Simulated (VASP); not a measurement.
Output of a VASP run:

### OSZICAR
```
       N       E                     dE             d eps       ncg     rms          rms(c)
DAV:   1     0.673394087866E+03    0.67339E+03   -0.25569E+04  6415   0.219E+03
DAV:   2     0.654064260882E+02   -0.60799E+03   -0.58368E+03  7000   0.558E+02
DAV:   3    -0.368363386767E+02   -0.10224E+03   -0.99723E+02  6922   0.212E+02
DAV:   4    -0.435359977859E+02   -0.66997E+01   -0.66324E+01  8587   0.572E+01
DAV:   5    -0.437156298594E+02   -0.17963E+00   -0.17935E+00  7847   0.896E+00    0.173E+01
DAV:   6    -0.372481426054E+02    0.64675E+01   -0.25790E+01 10944   0.709E+01    0.105E+01
DAV:   7    -0.374403088992E+02   -0.19217E+00   -0.34560E+00  6763   0.147E+01    0.513E+00
DAV:   8    -0.373890600106E+02    0.51249E-01   -0.50852E-01  9340   0.520E+00    0.252E+00
DAV:   9    -0.373717426317E+02    0.17317E-01   -0.16636E-01 10471   0.407E+00    0.596E-01
DAV:  10    -0.373692402194E+02    0.25024E-02   -0.28527E-02  8696   0.138E+00    0.193E-01
DAV:  11    -0.373695315393E+02   -0.29132E-03   -0.68648E-03  8046   0.552E-01    0.971E-02
DAV:  12    -0.373697520013E+02   -0.22046E-03   -0.63373E-04  7379   0.231E-01    0.504E-02
DAV:  13    -0.373698725360E+02   -0.12053E-03   -0.25406E-04  7023   0.101E-01    0.257E-02
DAV:  14    -0.373698676475E+02    0.48885E-05   -0.35843E-05 11002   0.788E-02    0.113E-02
DAV:  15    -0.373698695349E+02   -0.18874E-05   -0.20649E-05  8536   0.432E-02    0.506E-03
DAV:  16    -0.373698695817E+02   -0.46763E-07   -0.21736E-06  5831   0.120E-02
   1 F= -.37369870E+02 E0= -.37369408E+02  d E =-.923746E-03
```

### OUTCAR
```
------------------------ aborting loop because EDIFF is reached ----------------------------------------
  FORCE on cell =-STRESS in cart. coord.  units (eV):
  Direction    XX          YY          ZZ          XY          YZ          ZX
  --------------------------------------------------------------------------------------
  Total       -2.7682049     -2.7682049     -5.0812653      0.0000000     -0.0000002      0.0000000
  in kB      -50.9700622    -50.9700606    -93.5596943      0.0000000     -0.0000035      0.0000000
  external PRESSURE =     -65.1666057 kB  Pullay stress =       0.0000000 kB
  volume of cell :       87.01
      direct lattice vectors                 reciprocal lattice vectors
     1.682427000  0.971350000  8.874228000     0.297189715  0.171582564  0.037561946
    -1.682427000  0.971350000  8.874228000    -0.297189715  0.171582564  0.037561946
     0.000000000 -1.942699000  8.874228000     0.000000000 -0.343165129  0.037561966
 POSITION                                       TOTAL-FORCE (eV/Angst)
 -----------------------------------------------------------------------------------
      0.00000      0.00000      0.00000         0.000000     -0.000000     -1.402913
      0.00000      0.00000     20.84290         0.000000      0.000000      0.824103
      0.00000      0.00000      5.77978         0.000000      0.000000      0.343903
      0.00000      0.00000     23.20966         0.000000     -0.000000     -1.540861
      0.00000      0.00000      3.41303         0.000000     -0.000000     -1.151498
      0.00000      0.00000     18.82756         0.000000      0.000000      1.699499
      0.00000      0.00000      7.79512         0.000000      0.000000      1.227766
 -----------------------------------------------------------------------------------
    total drift:                               -0.000000      0.000000     -0.001112
  FREE ENERGIE OF THE ION-ELECTRON SYSTEM (eV)
  ---------------------------------------------------
  free  energy   TOTEN  =       -37.3698695817 eV

  energy  without entropy=      -37.3689458358  energy(sigma->0) =      -37.36940771
```
(Selected blocks of OUTCAR.)

File POSCAR:
```
ZnInGaO4
1
    1.6824270000     0.9713500000     8.8742280000
   -1.6824270000     0.9713500000     8.8742280000
    0.0000000000    -1.9426990000     8.8742280000
In Ga Zn O
1 1 1 4
Direct
  0.0000000000   0.0000000000   0.0000000000
  0.7829000000   0.7829000000   0.7829000000
  0.2171000000   0.2171000000   0.2171000000
  0.8718000000   0.8718000000   0.8718000000
  0.1282000000   0.1282000000   0.1282000000
  0.7072000000   0.7072000000   0.7072000000
  0.2928000000   0.2928000000   0.2928000000
```

Q: Write an INCAR and KPOINTS that could have produced this output.

A: This is not unique; one that fits is the input of the run itself, PBE GGA, plane waves, VASP's PBE PAW potentials (set 64).

### KPOINTS
```
Automatic mesh
0
Gamma
9 9 9
0 0 0
```

**INCAR**
```
# general
SYSTEM  = ZnInGaO4
PREC    = Accurate
ENCUT   = 400   # plane-wave cut-off (eV)
LREAL   = .FALSE.
LASPH   = .TRUE.

# electronic loop
EDIFF   = 1E-6   # SCF stop (eV)
NELM    = 100
ALGO    = Normal   # blocked Davidson
LMAXMIX = 4   # l cut-off of mixed one-centre charges

# smearing
ISMEAR  = 0   # Gaussian
SIGMA   = 0.1   # width (eV)

# functional
GGA     = PE   # PBE

# ions
ISIF    = 2

# output
LWAVE   = .FALSE.
LCHARG  = .FALSE.
```

POTCAR, in this order: In_d Ga_d Zn O (PBE.64 set). Program: vasp_std.

At this cut-off the stress carries a Pulay error, which pulls relaxed volumes low.

The structure was generated: ZnInGaO4 was put into an ordered model structure, which need not be its known phase. The cell was not relaxed at this level.
